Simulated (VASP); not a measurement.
Energy against volume of ZrB2 (AlB2 type). All values below come from vdW-DF2, VASP's PBE PAW potentials (set 64) (plane waves; VASP). Numerical set-up: 520 eV cut-off, 11×11×8 Γ-centred mesh, first-order Methfessel-Paxton smearing of 0.10 eV, potentials Zr_sv B.

Shape and ions are relaxed at each volume.

```tsv
V (Å³/atom)	E (eV/atom)
10.017	-6.20362
10.337	-6.22611
10.657	-6.23339
10.976	-6.22761
```

Fit these four points and predict the energy of the run at 11.296 Å³/atom.

A cubic in V^(−2/3), the third-order Birch-Murnaghan form, passes through the four points with V0 = 10.67 Å³/atom and B0 = 217 GPa, and gives -6.2105 eV/atom there. The run gave -6.2106 eV/atom, -0.1 meV/atom from the fit; all five points give B0 = 217 GPa.

The compound is ZrB2 in the AlB2 type structure. It was relaxed first.
